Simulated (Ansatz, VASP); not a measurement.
# KI in two plane-wave programs, part 2 of 2

One calculation is typed for both programs; each brings its own data sets. How far apart do they land? The cell is taken from a series of runs on this material, whose earlier steps may have relaxed, scaled, displaced or heated it; both programs get it as it stands.

VASP 6.6.1 and Ansatz 0.2.0.

So far: Set-up; VASP: zone-centre phonons, r2SCAN.

### 3. Ansatz: zone-centre phonons, r2SCAN

Level of this step: Ansatz beside VASP: Kohn-Sham DFT, plane waves, r2SCAN (Ansatz).

Ansatz runs on its default PAW (the set named soft_2) files.

The same cell, functional and mesh now go to Ansatz, which takes its cutoff from its data sets.

File input.yaml:

```yaml
crystal:
  lattice:
    - [0.0, 3.5462818179, 3.5462818179]
    - [3.5462818179, 0.0, 3.5462818179]
    - [3.5462818179, 3.5462818179, 0.0]
  atoms:
    - { symbol: K, position: [0.0, 0.0, 0.0] }
    - { symbol: I, position: [0.5, 0.5, 0.5] }
kpoints:
  mp_grid: { grid: [8, 8, 8] }
hamiltonian:
  xc: r2scan
scf:
  occupations: { method: fixed }
output:
  eigenvalues: true
phonons:
  method: dfpt
  dielectric: true
  rigid_motions: translations
```

Command:

```
$ ansatz run input.yaml --threads 4 --pin off --max-ram 7168MiB --backend cpu --events-out ev --progress --plain --runs-dir out
```

Numbers of over 12 decimals in the logs are rounded to 6 here.

The program printed:

```text
Engine: ansatz 0.2.0, aarch64-unknown-linux-gnu
Pseudopotentials: kind: paw
Pseudopotential: K, paw, valence charge 9, recommended cutoff 500 eV (meta_gga), K.paw.azcp
Pseudopotential: I, paw, valence charge 17, recommended cutoff 500 eV (meta_gga), I.paw.azcp
Functional definition: r2SCAN
  parameter k0 = 0.174
  parameter k1 = 0.065
  parameter a1 = 4.9479
  exchange = r2scan_x(k0 = k0, k1 = k1, a1 = a1)
  correlation = r2scan_c
Crystal: 2 atoms, lattice volume = 89.197 Å³
Basis set: ecut = 500 eV, 2229 PW (Γ), exchange–correlation on 320×320×320 points (512 copies of the dense FFT grid, shifted against one another)
Bands: 17, of which v1, the nominal top of the filled ones, is band 13 counted from 1 (12 counted from 0)
Symmetry: 48 space group operations
k-points: 59 of 512 (irreducible under 8 space group operations, time reversal used)
Non-local potential: K, projectors of the file, l = 0: 3, l = 1: 2, l = 2: 2
Non-local potential: I, projectors of the file, l = 0: 2, l = 1: 2, l = 2: 2, l = 3: 2
PAW form: soft (Blöchl's): semilocal exchange-correlation on the pseudo side does not see the compensation charge
PAW frozen core: K, regenerated for the run's functional (the file was generated under x = pbe(κ = 0.804, μ = 0.219515), c = pbe(β = 0.066725))
PAW frozen core: I, regenerated for the run's functional (the file was generated under x = pbe(κ = 0.804, μ = 0.219515), c = pbe(β = 0.066725))
PAW one-centre angular grid: K, 302 points (default); XC on 160 Gauss nodes
PAW one-centre angular grid: I, 590 points (default); XC on 160 Gauss nodes
Initial density: superposition of atomic densities (neutral atoms: chi_scale 0, normalization atom), corrected by the library's trained network
Initial wavefunctions: pseudopotential atomic-orbital guess
Functional: x = r2scan, c = r2scan; τ floored in thin density (d = 2e-4 eV/Å³)
SCF iter   1: F=—  HF=-9073.912552 eV  |F-HF|=—  |Δ(HF+E_count)|=         —  Δρ=2.48e-3  dr2=3.50e-3  dr2_τ=6.42e-4  ethr=1.77e-3  ⟨swp⟩=5.1  Hψ=4853  notcnv=0  defer=109
preconditioner: auto → none  [insulator: Δε(μ)=4.604 eV  Ē_g=14.540 eV  n_scr=14 (ndim 8)  ℏωp=14.7 eV  f_vac=0.144  ε∞_Penn≈2.0]
SCF iter   2: F=—  HF=-9073.921292 eV  |F-HF|=—  |Δ(HF+E_count)|=   8.74e-3  Δρ=9.82e-4  dr2=3.94e-4  dr2_τ=3.86e-5  ethr=1.35e-5  ⟨swp⟩=4.1  Hψ=2351  notcnv=0  defer=118
SCF iter   3: F=—  HF=-9073.921439 eV  |F-HF|=—  |Δ(HF+E_count)|=   1.47e-4  Δρ=2.31e-4  dr2=2.02e-5  dr2_τ=3.59e-6  ethr=1.52e-6  ⟨swp⟩=2.0  Hψ=1890  notcnv=0  defer=116
SCF iter   4: F=—  HF=-9073.921462 eV  |F-HF|=—  |Δ(HF+E_count)|=   2.36e-5  Δρ=8.22e-5  dr2=9.82e-6  dr2_τ=3.85e-7  ethr=7.75e-8  ⟨swp⟩=2.0  Hψ=1881  notcnv=0  defer=116
SCF iter   5: F=—  HF=-9073.921459 eV  |F-HF|=—  |Δ(HF+E_count)|=   3.72e-6  Δρ=1.07e-5  dr2=1.10e-7  dr2_τ=1.07e-8  ethr=3.78e-8  ⟨swp⟩=2.0  Hψ=1770  notcnv=0  defer=106
SCF iter   6: F=—  HF=-9073.921459 eV  |F-HF|=—  |Δ(HF+E_count)|=   1.16e-7  Δρ=2.55e-6  dr2=5.12e-9  dr2_τ=3.59e-10  ethr=4.22e-10  ⟨swp⟩=2.0  Hψ=1770  notcnv=0  defer=98
SCF iter   7: F=—  HF=-9073.921459 eV  |F-HF|=—  |Δ(HF+E_count)|=  1.75e-10  Δρ=6.71e-7  dr2=7.45e-10  dr2_τ=1.89e-11  ethr=1.97e-11  ⟨swp⟩=2.0  Hψ=1770  notcnv=0  defer=98
SCF iter   8: F=—  HF=-9073.921459 eV  |F-HF|=—  |Δ(HF+E_count)|=  2.40e-10  Δρ=2.76e-7  dr2=1.17e-10  dr2_τ=4.61e-13  ethr=2.86e-12  ⟨swp⟩=3.0  Hψ=1568  notcnv=0  defer=98
SCF iter   9: F=-9073.921459 eV  HF=-9073.921459 eV  |F-HF|=1.82e-12  |Δ(HF+E_count)|=  7.46e-11  Δρ=4.24e-8  dr2=2.66e-12  dr2_τ=1.54e-14  ethr=1.00e-12  ⟨swp⟩=9.4  Hψ=6483  notcnv=0
SCF 1 converged in 9 iterations: F = -9073.921459 eV  dr2 = 2.66e-12
  greatest PAW one-centre occupation: 0.998 electrons in one spin orbital (limit 2), on the I atom at site 1 (counted from 0), in its partial waves of l = 2
DFPT response loops at Γ: preconditioner auto → none (the input reference at scf.mixing.eps_inf says where Resta's filter doesn't serve); β = 0.50; Broyden in place of MSR1
SCF converged after 9 iterations
Free energy (F): -9073.921459 eV
Harris-Foulkes:  -9073.921459 eV  (|F-HF|=1.82e-12)
Internal energy: -9073.921459 eV  (E = F + TS)
E sigma→0 (E₀):  -9073.921459 eV
Fermi energy:    1.835831 eV
--- Per-component energies (eV) ---
  E_band       = -545.955012
  E_kinetic    = 442.621726
  E_local      = -2841.876783  (includes V_loc(G=0)·N_el)
  E_nonlocal   = -77.390224
  E_hartree    = 1345.923483
  E_xc         = -255.011707
  E_vxc        = -326.320359  (∫ρ·V_xc dr)
  E_paw        = -5627.510522  (= ΣΔE_a)
  E_vpaw       = -454.362110  (= ΣTr[D̂ρ^β])
  E_aug_tail   = -0.000035  (compensation charges beyond the density's cutoff)
  E_vtau       = 19.525710  (kinetic-family band-sum trace: ∫τ·v_τ [+ j·A + Jᵃ·Aᵃ] dr)
  E_ewald      = -2060.554264
  E_core_change = -0.123132  (= ΣΔE_core)
  E_smearing   = -0.000000  (= −TS)
  E_closure    = 0.000000  (closes the sum)
  Σ components = -9073.921459   (vs F -9073.921459, Δ=0.00e0)
--- Band table (eV; the first three rows and the last of 59) ---
  k-point 0: bands = [... 9 lower, -8.9530, 1.8358, 1.8358, 1.8358, 6.4174, 8.9026, 8.9026, 8.9026]
  k-point 1: bands = [... 9 lower, -8.9095, 1.5926, 1.7841, 1.7841, 6.7891, 8.8072, 9.0774, 9.0774]
  k-point 2: bands = [... 9 lower, -8.8078, 1.1025, 1.6652, 1.6652, 7.4719, 8.9502, 9.5364, 9.5364]
  k-point 58: bands = [... 9 lower, -8.7448, 1.1108, 1.1108, 1.2540, 8.8078, 8.8078, 9.1940, 10.7729]
--- Phonons (Γ-DFPT): 2 representative perturbations + reference, on 59 of 512 k-points (Σ response iterations 12) ---
  k mesh reduced under 8 symmetry operations, with k and −k counted as one. Each operation leaves every solved perturbation unchanged. A smaller set is not considered because the functional reads the kinetic-energy density
  ASR residual: 1.137e-5 → 0.000e0 eV/Å²; symmetrization residual: 8.820e-6 eV/Å²
  ASR residual per site (eV/Å²): 1.14e-5 1.60e-6
  Γ frequencies (cm⁻¹): 0.00 0.00 0.00 100.84 100.84 100.84
  ε∞ (high-frequency dielectric tensor):
        2.727166     0.000000     0.000000
        0.000000     2.727166    -0.000000
        0.000000     0.000000     2.727166
  ε⁰ (static dielectric tensor: ions relaxed, cell fixed):
        5.000880    -0.000000    -0.000000
       -0.000000     5.000880    -0.000000
       -0.000000     0.000000     5.000880
  ε⁰ − ε∞ (ionic part):
        2.273713    -0.000000    -0.000000
       -0.000000     2.273713     0.000000
       -0.000000     0.000000     2.273713
  softest optical mode at Γ: 100.84 cm⁻¹; the repairs (sum rule, projections) moved no ω² at Γ by more than (0.67 cm⁻¹)²
  Born effective charges Z* (e; rows j = field, columns β = displacement):
    site 0:
         1.11919    0.00000   -0.00000
        -0.00000    1.11919    0.00000
         0.00000   -0.00000    1.11919
    site 1:
        -1.11919   -0.00000    0.00000
         0.00000   -1.11919   -0.00000
         0.00000    0.00000   -1.11919
  Z* charge neutrality: 4.988e-5 e pre-enforcement
  k-mesh period / interband length: 40.1 Å / 1.55 Å = 25.86 at k = (0.0000, 0.0000, 0.0000), direct gap 4.582 eV — 14 or more, which is no proof of convergence
  optical modes at Γ without the LO–TO term, one row a degenerate level:
      ω (cm⁻¹)  modes    IR ((D/Å)²/amu)
        100.84      3             2.9005
  optical modes at Γ + LO–TO along q̂ = [1.0000, 0.0000, 0.0000]:
      ω (cm⁻¹)  modes    IR ((D/Å)²/amu)
        100.84      2             1.9337
        136.55      1             0.9668
  optical modes at Γ + LO–TO along q̂ = [0.0000, 1.0000, 0.0000]:
      ω (cm⁻¹)  modes    IR ((D/Å)²/amu)
        100.84      2             1.9337
        136.55      1             0.9668
  optical modes at Γ + LO–TO along q̂ = [0.0000, 0.0000, 1.0000]:
      ω (cm⁻¹)  modes    IR ((D/Å)²/amu)
        100.84      2             1.9337
        136.55      1             0.9668
```

### 4. Differences

Known differences besides the potentials themselves: VASP keeps PBE cores, Ansatz makes them for the functional; fixed occupations in Ansatz, narrow Gaussian smearing in VASP; the data sets hold 26 valence electrons in Ansatz (on its default PAW (the set named soft_2) files) and 16 in VASP; the cutoff is 500 eV in Ansatz and 550 eV in VASP; VASP uses finite displacements, Ansatz perturbation theory. Total energies have different zeros and are not compared.

The two programs side by side:

```
                  quantity  Ansatz   VASP  difference
optical mode 1 to 3 (cm⁻¹)   100.8  101.3     -0.41 %
```

Modes are paired by rising frequency, not by their patterns, so a pair may set unlike modes beside each other; they are those without the splitting of longitudinal modes.

### 5. What came out

```yaml
r_m_s_difference_of_the_optical_zone_centre_modes_each_program_s_sorted_by_frequency_zone_centre_phonons_r2scan: 0.42 cm⁻¹
```

What this shows: The r.m.s. difference of the optical zone-centre modes, each program's sorted by frequency is 0.42 cm⁻¹ (zone-centre phonons, r2SCAN). The data sets hold unlike numbers of valence electrons (26 in Ansatz and 16 in VASP), so part of the differences comes from the potentials. 1 further run of this series is not shown here. Such differences can come from data sets, numerical settings and the points named under the comparisons, not from the functional's error against experiment.

[Lines on the potential files, build, host, timing and source positions are cut from VASP's logs without a mark.]

[Logs are printed without paths, hosts, clocks, repeated set-up lines and the standing remarks that a program may print on its own settings, such as how far it seeks lower states.]

[Hosts, paths, dates, database ids (printed as entryN), source tags and the programs' standing remarks are cut or masked in the printed files.]
